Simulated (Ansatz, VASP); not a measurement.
# Cross-check of BeClF between VASP and Ansatz, part 2 of 2

Aim: how closely do two programs agree when they are given the same cell, functional and k mesh? The cell is invented: As first built, before any earlier steps moved the atoms (in the runner's words): Cl for half of the F in the BeF2 structure of space group P6_222. It may not be a known or stable phase. The two relaxations start from unlike cells of this crystal (the structure described is Ansatz's start), so only their ends are compared.

VASP 6.6.1 and Ansatz 0.2.0.

So far: Set-up; VASP: relaxation of cell and atoms, PBE.

## 3. Ansatz: relaxation of cell and atoms, PBE

Level of this step: Ansatz beside VASP: Kohn-Sham DFT, plane waves, PBE (Ansatz).

Ansatz runs on its default PAW (the set named soft_2) files.

Its own start cell and the same functional, mesh and smearing now go to Ansatz, which takes its cutoff from its data sets.

Contents of input.yaml:

```yaml
crystal:
  lattice:
    - [5.4577882226, 0.0, 0.0]
    - [-2.7288941113, 4.7265832493, 0.0]
    - [0.0, 0.0, 5.9820236902]
  atoms:
    - { symbol: Be, position: [0.0, 0.5, 0.6666666667] }
    - { symbol: Be, position: [0.5, 0.0, 0.0] }
    - { symbol: Be, position: [0.5, 0.5, 0.3333333333] }
    - { symbol: Cl, position: [0.790630035, 0.58126007, 0.5] }
    - { symbol: F, position: [0.209369965, 0.790630035, 0.8333333333] }
    - { symbol: Cl, position: [0.790630035, 0.209369965, 0.8333333333] }
    - { symbol: Cl, position: [0.41873993, 0.209369965, 0.1666666667] }
    - { symbol: F, position: [0.58126007, 0.790630035, 0.1666666667] }
    - { symbol: F, position: [0.209369965, 0.41873993, 0.5] }
kpoints:
  mp_grid: { grid: [6, 6, 4] }
scf:
  occupations: { method: gaussian, width: 0.03 }
hamiltonian:
  xc: pbe
output:
  forces: true
  stress: true
relax:
  f_tol: 0.02
  max_steps: 60
  cell: {}
```

Command:

```console
> ansatz run input.yaml --threads 2 --pin off --max-ram 4096MiB --backend cpu --events-out ev --progress --plain --runs-dir out
```

Numbers of over 12 decimals in the logs are rounded to 6 here.

The program printed:

```text
Engine: ansatz 0.2.0, aarch64-unknown-linux-gnu
Pseudopotentials: kind: paw
Pseudopotential: Be, paw, valence charge 2, recommended cutoff 420 eV (normal), Be.paw.azcp
Pseudopotential: Cl, paw, valence charge 7, recommended cutoff 420 eV (normal), Cl.paw.azcp
Pseudopotential: F, paw, valence charge 7, recommended cutoff 420 eV (normal), F.paw.azcp
Functional definition: PBE
  parameter kappa = 0.804
  parameter beta = 0.066725
  exchange = pbe_x(kappa = kappa, mu = beta*pi^2/3)
  correlation = pbe_c(beta = beta)
Crystal: 9 atoms, lattice volume = 154.316 Å³
Basis set: ecut = 420 eV, 3001 PW (Γ), exchange–correlation on 80×80×80 points (8 copies of the dense FFT grid, shifted against one another)
Bands: 33, of which v1, the nominal top of the filled ones, is band 24 counted from 1 (23 counted from 0)
Symmetry: 6 space group operations
Space group: P3212 (ITA 153), of the structure as read, at distance tolerance 5.4e-5 Å
k-points: 24 of 144 (time reversal used)
Non-local potential: Be, projectors of the file, l = 0: 2, l = 1: 2, l = 2: 1
Non-local potential: Cl, projectors of the file, l = 0: 2, l = 1: 2, l = 2: 2
Non-local potential: F, projectors of the file, l = 0: 2, l = 1: 2, l = 2: 1
PAW form: soft (Blöchl's): semilocal exchange-correlation on the pseudo side does not see the compensation charge
PAW one-centre angular grid: Be, 110 points (default); XC on 64 Gauss nodes
PAW one-centre angular grid: Cl, 110 points (default); XC on 64 Gauss nodes
PAW one-centre angular grid: F, 110 points (default); XC on 64 Gauss nodes
Initial density: superposition of atomic densities (neutral atoms: chi_scale 0, normalization atom), corrected by the library's trained network
Initial wavefunctions: pseudopotential atomic-orbital guess
Functional: x = pbe(κ = 0.804, μ = 0.219515), c = pbe(β = 0.066725)
SCF iter   1: F=—  HF=-5949.239477 eV  |F-HF|=—  |Δ(HF+E_count)|=         —  Δρ=1.76e-3  dr2=3.61e-3  ethr=1.77e-3  ⟨swp⟩=8.8  Hψ=4735  notcnv=0  defer=3
preconditioner: auto → Resta (q_TF=auto, 2.246 Å⁻¹)  ε∞=2.8  [insulator: Δε(μ)=6.710 eV  Ē_g=15.501 eV  σ=0.030 eV  W_gap=1.00  n_scr=22 (ndim 8)  ℏωp=20.7 eV  f_vac=0.213  D(μ)=0.00/eV (n_scr^D=0)  ε∞_Penn≈2.8]
SCF iter   2: F=—  HF=-5949.232486 eV  |F-HF|=—  |Δ(HF+E_count)|=   6.99e-3  Δρ=1.00e-3  dr2=1.10e-3  ethr=7.52e-6  ⟨swp⟩=2.0  Hψ=1608  notcnv=0  defer=55
SCF iter   3: F=—  HF=-5949.231782 eV  |F-HF|=—  |Δ(HF+E_count)|=   7.05e-4  Δρ=2.67e-4  dr2=1.13e-4  ethr=2.30e-6  ⟨swp⟩=2.4  Hψ=1253  notcnv=0  defer=55
SCF iter   4: F=—  HF=-5949.231808 eV  |F-HF|=—  |Δ(HF+E_count)|=   2.59e-5  Δρ=1.09e-4  dr2=1.52e-5  ethr=2.35e-7  ⟨swp⟩=2.6  Hψ=1332  notcnv=0  defer=55
SCF iter   5: F=—  HF=-5949.231834 eV  |F-HF|=—  |Δ(HF+E_count)|=   2.63e-5  Δρ=6.57e-5  dr2=5.10e-6  ethr=3.17e-8  ⟨swp⟩=2.0  Hψ=1255  notcnv=0  defer=55
SCF iter   6: F=—  HF=-5949.231834 eV  |F-HF|=—  |Δ(HF+E_count)|=   1.21e-8  Δρ=1.81e-5  dr2=3.60e-7  ethr=1.06e-8  ⟨swp⟩=2.0  Hψ=1276  notcnv=0  defer=55
SCF iter   7: F=-5949.231834 eV  HF=-5949.231834 eV  |F-HF|=1.02e-9  |Δ(HF+E_count)|=   4.82e-8  Δρ=3.88e-6  dr2=2.10e-8  ethr=2.08e-10  ⟨swp⟩=4.0  Hψ=2472  notcnv=0
SCF 1 converged in 7 iterations: F = -5949.231834 eV  dr2 = 2.10e-8
  greatest PAW one-centre occupation: 0.925 electrons in one spin orbital (limit 2), on the F atom at site 8 (counted from 0), in its partial waves of l = 0
relax step   1: F+E_penalty+E_count = -5949.23183413 eV  Δ(F+E_penalty+E_count) = +0.000e0 eV  max|allowed force component| = 5.746e0 eV/Å  Δτ_max = 0.0000 Å  P = +13.734 GPa  Ω = 154.316 Å³  (7 SCF iters, dr2 threshold 1.00e-7 eV, accepted)
[...]
relax step   8: F+E_penalty+E_count = -5954.05608123 eV  Δ(F+E_penalty+E_count) = -2.815e-2 eV  max|allowed force component| = 1.330e-2 eV/Å  Δτ_max = 0.0000 Å  P = +0.329 GPa  Ω = 165.637 Å³  stress off target by 4.00e-1 GPa  SCF on the basis re-selected at this cell (its energy is not comparable with the rows above)  (6 SCF iters)
[...]
relax step   9: F+E_penalty+E_count = -5954.05648781 eV  Δ(F+E_penalty+E_count) = -4.066e-4 eV  max|allowed force component| = 1.521e-3 eV/Å  Δτ_max = 0.0046 Å  P = +0.065 GPa  Ω = 166.570 Å³  energy of the carried Pulay correction = -1.284e-3 eV  (5 SCF iters, dr2 threshold 4.00e-7 eV, accepted)
[...]
relax step  10: F+E_penalty+E_count = -5954.05618485 eV  Δ(F+E_penalty+E_count) = +3.030e-4 eV  max|allowed force component| = 2.803e-3 eV/Å  Δτ_max = 0.0018 Å  P = -0.009 GPa  Ω = 166.823 Å³  energy of the carried Pulay correction = -1.646e-3 eV  (5 SCF iters, dr2 threshold 1.57e-8 eV, accepted)
[...]
relax step  11: F+E_penalty+E_count = -5954.05802063 eV  Δ(F+E_penalty+E_count) = -1.836e-3 eV  max|allowed force component| = 2.710e-3 eV/Å  Δτ_max = 0.0000 Å  P = +0.000 GPa  Ω = 166.823 Å³  stress off target by 2.28e-3 GPa  SCF on the basis re-selected at this cell (its energy is not comparable with the rows above)  (5 SCF iters)
basis re-selected at this cell: Δ(F+E_penalty+E_count) = -1.836e-3 eV, ΔP = +0.009 GPa vs the last step (what re-selecting the basis moved, of the pressure what is left beyond the Pulay correction that the steps carried, after the strain that the cell walked since its last selection, with what the two solves' SCF thresholds leave and, on support functions, any second-order correction that the steps lacked; it is no m [...]
SCF converged after 5 iterations
Free energy (F): -5954.058021 eV
Harris-Foulkes:  -5954.058021 eV  (|F-HF|=7.91e-11)
Internal energy: -5954.058021 eV  (E = F + TS)
E sigma→0 (E₀):  -5954.058021 eV
Fermi energy:    2.887209 eV
--- Per-component energies (eV) ---
  E_band       = -336.840396
  E_kinetic    = 1163.800008
  E_local      = -3431.843980  (includes V_loc(G=0)·N_el)
  E_nonlocal   = 319.358912
  E_hartree    = 1269.354668
  E_xc         = -617.414322
  E_vxc        = -731.723888  (∫ρ·V_xc dr)
  E_paw        = -2759.884938  (= ΣΔE_a)
  E_vpaw       = -195.147384  (= ΣTr[D̂ρ^β])
  E_aug_tail   = 0.006521  (compensation charges beyond the density's cutoff)
  E_ewald      = -1897.434891
  E_smearing   = -0.000000  (= −TS)
  E_closure    = 0.000000  (closes the sum)
  Σ components = -5954.058021   (vs F -5954.058021, Δ=0.00e0)
--- Forces (eV/Å), atoms counted from 1 ---
  atom   1  Be     0.00234668     0.00135485     0.00000000
  atom   2  Be    -0.00000000    -0.00270971     0.00000000
  atom   3  Be    -0.00234668     0.00135485     0.00000000
  atom   4  Cl    -0.00000000     0.00044984     0.00000000
  atom   5  F      0.00024452    -0.00014117    -0.00000000
  atom   6  Cl     0.00038958    -0.00022492     0.00000000
  atom   7  Cl    -0.00038958    -0.00022492    -0.00000000
  atom   8  F     -0.00024452    -0.00014117     0.00000000
  atom   9  F      0.00000000     0.00028234    -0.00000000
  max |Σ_I F_I| component: 1.02e-16 eV/Å
--- Stress (GPa, compression-positive) ---
        0.001470       0.000000       0.000000
        0.000000       0.001470      -0.000000
        0.000000      -0.000000      -0.002277
  P = ⅓ Tr σ = 0.0002 GPa (0.002 kbar)
--- Relaxed structure (9 steps of the walk, 9 accepted, 2 SCFs on fresh bases) ---
  F+E_penalty+E_count = -5954.05802063 eV   max|allowed force component| = 2.710e-3 eV/Å   (the final SCF, on the basis selected at the relaxed cell)
  cell:  # Å, volume = 166.8232 Å³
    - [5.685076, 1.68227046516602e-17, 0]
    - [-2.842538, 4.923421, 0]
    - [0, 0, 5.960096]
  atoms:
    - { symbol: Be, position: [0.056966, 0.528483, 0.666667] }
    - { symbol: Be, position: [0.471517, -0.056966, 0] }
    - { symbol: Be, position: [0.471517, 0.528483, 0.333333] }
    - { symbol: Cl, position: [0.832299, 0.664598, 0.500000] }
    - { symbol: F, position: [0.240850, 0.759150, 0.833333] }
    - { symbol: Cl, position: [0.832299, 0.167701, 0.833333] }
    - { symbol: Cl, position: [0.335402, 0.167701, 0.166667] }
    - { symbol: F, position: [0.518300, 0.759150, 0.166667] }
    - { symbol: F, position: [0.240850, 0.481700, 0.500000] }
```

## 4. Comparison

Known differences besides the potentials themselves: the cutoff is 420 eV in Ansatz and 600 eV in VASP; Ansatz adds a Pulay correction to the stress that steers its cell, VASP none. Total energies have different zeros and are not compared.

Compared:

```csv
quantity,Ansatz,VASP,difference
volume (Å³),166.82,166.34,+0.29 %
"edge a after relaxation, in the typed setting (Å)",5.685,5.679,+0.11 %
"edge c after relaxation, in the typed setting (Å)",5.960,5.956,+0.07 %
```

## 5. Results

```
difference in volume (relaxation of cell and atoms, PBE) : 0.29 %
```

The difference in volume is 0.29 % (relaxation of cell and atoms, PBE), within the 1.2 % picked in this series as the mark of a large difference, as far as the stopping tolerances let one tell. Such differences can come from data sets, numerical settings and the points named under the comparisons, not from the functional's error against experiment.

[Lines on the potential files, build, host, timing and source positions are cut from VASP's logs without a mark.]

[Logs are printed without paths, hosts, clocks, repeated set-up lines and the standing remarks that a program may print on its own settings, such as how far it seeks lower states.]

[Hosts, paths, dates, database ids (printed as entryN), source tags and the programs' standing remarks are cut or masked in the printed files.]
